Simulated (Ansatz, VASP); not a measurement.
One calculation of AlTlS3, two programs

```
Tl Al S
1.0
     4.70021    0.00000    0.00000
     0.00000    4.70021    0.00000
     0.00000    0.00000    4.70021
Tl Al S
1 1 3
Cartesian
  0.0000 0.0000 0.0000
  2.3501 2.3501 2.3501
  2.3501 2.3501 0.0000
  2.3501 0.0000 2.3501
  0.0000 2.3501 2.3501
```

The cell comes from a database or a generator and needn't be the stable form of this composition.

Alike in both runs: task single point; functional LDA; k mesh 4 × 4 × 4; occupations gaussian, width 0.05 eV; no spin polarisation.

|  | VASP | Ansatz |
| --- | --- | --- |
| version | VASP 6.6.1 | Ansatz 0.2.0 |
| potentials or method | VASP PAW LDA potentials, release 64 (Tl_d, Al, S) | scalar-relativistic, plane waves, PAW |
| plane-wave cutoff (eV) | 520 | 420 |
| valence electrons in the cell | 34 | 34 |

```csv
,VASP,Ansatz,Ansatz less VASP
gap on the k mesh at the Fermi level (eV),none,none,-
pressure (GPa),-2.6,-2.5,+0.05
```

A gap of «none» marks a metal or a gap that the smearing closes.

Spin-orbit coupling is left out, which matters for the levels of Tl.
